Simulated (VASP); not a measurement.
**Re (relaxed from the simple-cubic structure, space group Pm-3m): computed properties**

Computed with PBEsol GGA, VASP's PBE PAW potentials (set 64) (plane waves; VASP).

```json
{
 "space_group": "Pm-3m (221)",
 "cell": "a = 2.551 Å, b = 2.551 Å, c = 2.551 Å, α = 90.00°, β = 90.00°, γ = 90.00°",
 "volume_per_atom": "16.60 Å³/atom",
 "band gap (over mesh and band path)": "none (metal, semimetal or under 0.01 eV)",
 "density": "18.63 g/cm³"
}
```

```
Re
1.0
    2.55103     0.00000     0.00000
    0.00000     2.55103     0.00000
    0.00000     0.00000     2.55103
Re
1
Direct
  0.00000   0.00000   0.00000
```

Unless said otherwise, spin-orbit coupling is left out, though it shifts the bands of the heavy elements here.

The structure was generated: Re was put into the simple-cubic type (Pm-3m), which need not be its known phase. It was relaxed first. Symmetry was kept, so distortions that lower it aren't found.
